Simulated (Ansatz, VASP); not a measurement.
# HfCo in two plane-wave programs, part 2 of 2

One calculation is typed for both programs; each brings its own data sets. How far apart do they land? The cell is taken from a series of runs on this material, whose earlier steps may have relaxed, scaled, displaced or heated it; both programs get it as it stands.

VASP 6.6.1 and Ansatz 0.2.0.

So far: The structure; Ansatz: relaxation of cell and atoms, PBEsol.

## 3. VASP: relaxation of cell and atoms, PBEsol

Level of this step: PBEsol, no spin polarisation; plane waves and PAW (Hf_pv, Co) (VASP).

The same cell, functional, mesh and smearing now go to VASP, with its own data sets.

Lines of VASP's logs that name or quote its potential files are left out, and so is its time.

Input file INCAR:

```
SYSTEM = HfCo
PREC = Accurate
ENCUT = 600
EDIFF = 1E-07
NELM = 120
ISMEAR = 0
SIGMA = 0.1
LREAL = .FALSE.
ALGO = Normal
GGA = PS
NBANDS = 15
LASPH = .TRUE.
LORBIT = 11
LWAVE = .FALSE.
LCHARG = .FALSE.
ISIF = 3
IBRION = 2
NSW = 80
EDIFFG = -0.005
GGA_COMPAT = .FALSE.
NELMIN = 4
```

Input file POSCAR:

```
HfCo
1.0
    3.1124100000      0.0000000000      0.0000000000
    0.0000000000      3.1124100000      0.0000000000
    0.0000000000      0.0000000000      3.1124100000
Hf Co
1 1
Direct
    0.5000000000      0.5000000000      0.5000000000
    0.0000000000      0.0000000000      0.0000000000
```

Input file KPOINTS:

```
Automatic mesh
0
Gamma
10 10 10
0 0 0
```

The projector-augmented-wave data sets are Hf_pv and Co (PBE family, release 64).

The run is started by

```bash
$ mpirun -np 1 vasp_std
```

Numbers of over 12 decimals in the logs are rounded to 6 here.

Log:

```text
[banner, memory and clock lines left out]
running    1 mpi-ranks, on    1 nodes
 distrk:  each k-point on    1 cores,    1 groups
 distr:  one band on    1 cores,    1 groups

 POSCAR found type information on POSCAR HfCo
 POSCAR found :  2 types and       2 ions
|                                                                             |
|               ----> ADVICE to this user running VASP <----                  |
|                                                                             |
|     You enforced a specific xc type in the INCAR file but a different       |
|     [... a line on the potential file left out ...]
|     I HOPE YOU KNOW WHAT YOU ARE DOING!                                     |
|                                                                             |

 LDA part: xc-table for (Slater+PW92), standard interpolation
 POSCAR, INCAR and KPOINTS ok, starting setup
 FFT: planning ... GRIDC
 FFT: planning ... GRID_SOFT
 FFT: planning ... GRID
 WAVECAR not read
 entering main loop
       N       E                     dE             d eps       ncg     rms          rms(c)
DAV:   1     0.841773085670E+02    0.84177E+02   -0.10218E+04  1696   0.150E+03
DAV:   2    -0.168214235396E+02   -0.10100E+03   -0.95360E+02  1876   0.303E+02
DAV:   3    -0.207766060491E+02   -0.39552E+01   -0.38512E+01  2135   0.584E+01
DAV:   4    -0.208480992490E+02   -0.71493E-01   -0.71447E-01  1973   0.792E+00
DAV:   5    -0.208504669988E+02   -0.23677E-02   -0.23677E-02  2241   0.139E+00    0.722E+01
DAV:   6    -0.273055126276E+02   -0.64550E+01   -0.41315E+01  1764   0.103E+02    0.232E+01
DAV:   7    -0.236325086495E+02    0.36730E+01   -0.43011E+01  2016   0.107E+02    0.547E+01
DAV:   8    -0.197857810369E+02    0.38467E+01   -0.24832E+01  2079   0.635E+01    0.882E+00
DAV:   9    -0.192430540668E+02    0.54273E+00   -0.77723E-01  2212   0.124E+01    0.582E+00
DAV:  10    -0.191351753538E+02    0.10788E+00   -0.13824E-01  2037   0.253E+00    0.401E+00
DAV:  11    -0.190649738158E+02    0.70202E-01   -0.71904E-02  2424   0.256E+00    0.215E+00
DAV:  12    -0.190585704727E+02    0.64033E-02   -0.56264E-03  2463   0.735E-01    0.169E+00
DAV:  13    -0.190519777910E+02    0.65927E-02   -0.12189E-02  2148   0.151E+00    0.858E-01
DAV:  14    -0.190476405140E+02    0.43373E-02   -0.49140E-03  2398   0.941E-01    0.242E-01
DAV:  15    -0.190475835864E+02    0.56928E-04   -0.32258E-04  1771   0.130E-01    0.202E-01
DAV:  16    -0.190473015399E+02    0.28205E-03   -0.42263E-04  2358   0.265E-01    0.329E-02
DAV:  17    -0.190473000382E+02    0.15017E-05   -0.25886E-05  1785   0.372E-02    0.357E-02
DAV:  18    -0.190472988607E+02    0.11775E-05   -0.14918E-06  2262   0.171E-02    0.112E-02
DAV:  19    -0.190472983137E+02    0.54695E-06   -0.11467E-06  2061   0.152E-02    0.345E-03
DAV:  20    -0.190472983174E+02   -0.36689E-08   -0.57679E-08   868   0.217E-03
   1 F= -.19047298E+02 E0= -.19040361E+02  d E =-.190473E+02
 curvature:   0.00 expect dE= 0.000E+00 dE for cont linesearch  0.000E+00
 trial: gam= 0.00000 g(F)=  0.000E+00 g(S)=  0.740E-02 ort = 0.000E+00 (trialstep = 0.100E+01)
 search vector abs. value=  0.740E-02
 bond charge predicted
       N       E                     dE             d eps       ncg     rms          rms(c)
DAV:   1    -0.191841521328E+02   -0.13685E+00   -0.16084E+00  1813   0.182E+01    0.732E+00
DAV:   2    -0.202613691448E+02   -0.10772E+01   -0.53164E+00  1979   0.349E+01    0.162E+01
DAV:   3    -0.190553664840E+02    0.12060E+01   -0.29794E+00  1946   0.283E+01    0.113E+00
DAV:   4    -0.190475358844E+02    0.78306E-02   -0.92971E-02  1865   0.276E+00    0.585E-01
DAV:   5    -0.190462099047E+02    0.13260E-02   -0.44102E-03  2127   0.597E-01    0.781E-01
DAV:   6    -0.190457868887E+02    0.42302E-03   -0.97086E-04  2488   0.415E-01    0.297E-01
DAV:   7    -0.190457940709E+02   -0.71823E-05   -0.73976E-05  2023   0.782E-02    0.737E-02
DAV:   8    -0.190457915229E+02    0.25480E-05   -0.43661E-06  2280   0.219E-02    0.248E-02
DAV:   9    -0.190457888183E+02    0.27046E-05   -0.40398E-06  2528   0.252E-02    0.876E-03
DAV:  10    -0.190457887971E+02    0.21237E-07   -0.20750E-07  1491   0.366E-03
   2 F= -.19045789E+02 E0= -.19039068E+02  d E =0.150952E-02
 trial-energy change:    0.001510  1 .order    0.001669   -0.007396    0.010734
 step:   0.4208(harm=  0.4079)  dis= 0.00000  next Energy=   -19.048866 (dE=-0.157E-02)
 bond charge predicted
       N       E                     dE             d eps       ncg     rms          rms(c)
DAV:   1    -0.190960235973E+02   -0.50235E-01   -0.53550E-01  1778   0.107E+01    0.432E+00
DAV:   2    -0.195236496853E+02   -0.42763E+00   -0.20146E+00  2021   0.203E+01    0.127E+01
DAV:   3    -0.190543357284E+02    0.46931E+00   -0.12667E+00  2030   0.172E+01    0.119E+00
DAV:   4    -0.190491270181E+02    0.52087E-02   -0.33706E-02  1974   0.212E+00    0.340E-01
DAV:   5    -0.190491213746E+02    0.56435E-05   -0.62292E-04  2318   0.313E-01    0.378E-01
DAV:   6    -0.190488815111E+02    0.23986E-03   -0.28824E-04  2487   0.193E-01    0.571E-02
DAV:   7    -0.190488816072E+02   -0.96129E-07   -0.27009E-05  1946   0.389E-02    0.195E-02
DAV:   8    -0.190488812758E+02    0.33144E-06   -0.21556E-06  2251   0.167E-02    0.113E-02
DAV:   9    -0.190488811708E+02    0.10502E-06   -0.34485E-07  1981   0.441E-03    0.325E-03
DAV:  10    -0.190488811738E+02   -0.30129E-08   -0.27935E-08   875   0.199E-03
   3 F= -.19048881E+02 E0= -.19042058E+02  d E =-.158286E-02
 curvature:  -0.20 expect dE=-0.622E-08 dE for cont linesearch -0.622E-08
 trial: gam= 0.00000 g(F)=  0.732E-65 g(S)=  0.305E-07 ort =-0.150E-04 (trialstep = 0.884E+00)
 search vector abs. value=  0.306E-07
 reached required accuracy - stopping structural energy minimisation
```

Parts of OUTCAR (step 3):

```text
ion  position               nearest neighbor table
   1  0.500  0.500  0.500-   2 2.70   2 2.70   2 2.70   2 2.70   2 2.70   2 2.70   2 2.70   2 2.70

  LATTYP: Found a simple cubic cell.
 ALAT       =     3.1124100000

 Subroutine GETGRP returns: Found 48 space group operations
 (whereof 48 operations were pure point group operations)

The static configuration has the point symmetry O_h .

 Found     56 irreducible k-points:

   k-points           NKPTS =     56   k-points in BZ     NKDIM =     56   number of bands    NBANDS=     15

   dimension x,y,z NGX =    28 NGY =   28 NGZ =   28
   dimension x,y,z NGXF=    56 NGYF=   56 NGZF=   56

   ENCUT  =  600.0 eV  44.10 Ry    6.64 a.u.   6.22  6.22  6.22*2*pi/ulx,y,z

   NELECT =      19.0000    total number of electrons

 k-points in reciprocal lattice and weights: Automatic mesh
   0.00000000  0.00000000  0.00000000       0.001
   0.10000000  0.00000000  0.00000000       0.006
   0.20000000  0.00000000  0.00000000       0.006
   0.30000000  0.00000000  0.00000000       0.006
   0.40000000  0.00000000  0.00000000       0.006
   0.50000000  0.00000000  0.00000000       0.003
   0.10000000  0.10000000  0.00000000       0.012
   0.20000000  0.10000000  0.00000000       0.024
   0.30000000  0.10000000  0.00000000       0.024
[...]
0.50000000  0.50000000  0.40000000       0.006
   0.50000000  0.50000000  0.50000000       0.001

 average (electrostatic) potential at core
       1 -34.2517       2 -80.6119

 E-fermi :   7.5508

 k-point     1 :       0.0000    0.0000    0.0000
  band No.  band energies     occupation
    ...
      5       3.5305      2.00000
      6       3.5305      2.00000
      7       6.0964      2.00000
      8       6.0964      2.00000
      9       6.0964      2.00000
     10       8.6938      0.00000
     11       8.6938      0.00000
     12      13.1427      0.00000
     13      13.1427      0.00000
     14      13.1427      0.00000
    ...

 k-point     2 :       0.1000    0.0000    0.0000
  band No.  band energies     occupation
    ...
      5       3.6311      2.00000
      6       3.6588      2.00000
      7       6.0860      2.00000
      8       6.0860      2.00000
      9       6.1281      2.00000
     10       8.5714      0.00000
     11       8.7389      0.00000
     12      12.3242      0.00000
     13      12.3242      0.00000
     14      13.0967      0.00000
    ...

 k-point     3 :       0.2000    0.0000    0.0000
  band No.  band energies     occupation
    ...
      5       3.9242      2.00000
      6       3.9736      2.00000
      7       6.0649      2.00000
      8       6.0649      2.00000
      9       6.2131      2.00000
     10       8.2168      0.00000
     11       8.7547      0.00000
     12      11.0582      0.00000
     13      11.0582      0.00000
     14      12.9740      0.00000
    ...

  Total        0.0006494      0.0006494      0.0006494      0.0000000      0.0000000      0.0000000
  in kB        0.0348481      0.0348481      0.0348481      0.0000000      0.0000000      0.0000000
  external PRESSURE =       0.0348481 kB  Pullay stress =       0.0000000 kB

  energy-cutoff  :      600.00
  volume of cell :       29.86
      direct lattice vectors                 reciprocal lattice vectors
     3.102309960  0.000000000 -0.000000000     0.322340454 -0.000000000  0.000000000
     0.000000000  3.102309960  0.000000000    -0.000000000  0.322340454 -0.000000000
    -0.000000000  0.000000000  3.102309960     0.000000000 -0.000000000  0.322340454

 POSITION                                       TOTAL-FORCE (eV/Angst)
 -----------------------------------------------------------------------------------
      1.55115      1.55115      1.55115         0.000000      0.000000      0.000000
      0.00000      0.00000      0.00000        -0.000000     -0.000000      0.000000
 -----------------------------------------------------------------------------------
    total drift:                               -0.000000      0.000000      0.000000

  FREE ENERGIE OF THE ION-ELECTRON SYSTEM (eV)
  ---------------------------------------------------
  free  energy   TOTEN  =       -19.0488811738 eV

  energy  without entropy=      -19.0352344685  energy(sigma->0) =      -19.04205782

 reached required accuracy - stopping structural energy minimisation

 total charge
# of ion       s       p       d       tot
------------------------------------------
    1        0.409   6.540   1.630   8.579
    2        0.530   0.433   7.409   8.373
--------------------------------------------------
tot          0.940   6.973   9.039  16.952

[... 3 further parts left out ...]
```

CONTCAR:

```
HfCo
   1.00000000000000
     3.1023099597673278    0.0000000000000000   -0.0000000000000000
     0.0000000000000000    3.1023099597673278    0.0000000000000000
    -0.0000000000000000    0.0000000000000000    3.1023099597673278
  Hf              Co
     1     1
Direct
     0.5000000000000000    0.5000000000000000    0.5000000000000000
     0.0000000000000000    0.0000000000000000    0.0000000000000000
```

This run has no spin polarisation, so a moment on Co, if there is one, isn't seen. Its electron count is odd, so without a moment it is a metal by construction.

## 4. Side by side

Known differences besides the potentials themselves: the data sets hold 43 valence electrons in Ansatz (on its default PAW (the set named soft_2) files) and 19 in VASP; the cutoff is 420 eV in Ansatz and 600 eV in VASP; Ansatz makes its cores anew for this functional, VASP keeps those of its PBE data sets; Ansatz adds a Pulay correction to the stress that steers its cell, VASP none. Total energies have different zeros and are not compared.

Compared:

```tsv
quantity	Ansatz	VASP	difference
volume (Å³)	30.04	29.86	+0.61 %
edge a after relaxation, in the typed setting (Å)	3.109	3.102	+0.20 %
```

## 5. Outcome

```json
{
  "difference in volume (relaxation of cell and atoms, PBEsol)": "0.61 %"
}
```

**Reading.** The difference in volume is 0.61 % (relaxation of cell and atoms, PBEsol), within the 1.2 % picked in this series as the mark of a large difference, as far as the stopping tolerances let one tell. The data sets hold unlike numbers of valence electrons (43 in Ansatz and 19 in VASP), so part of the differences comes from the potentials. 1 further run of this series is not shown here. How closely two codes agree says nothing of how well the functional describes the real material.

[Lines on the potential files, build, host, timing and source positions are cut from VASP's logs without a mark.]

[Logs are printed without paths, hosts, clocks, repeated set-up lines and the standing remarks that a program may print on its own settings, such as how far it seeks lower states.]

[Hosts, paths, dates, database ids (printed as entryN), source tags and the programs' standing remarks are cut or masked in the printed files.]
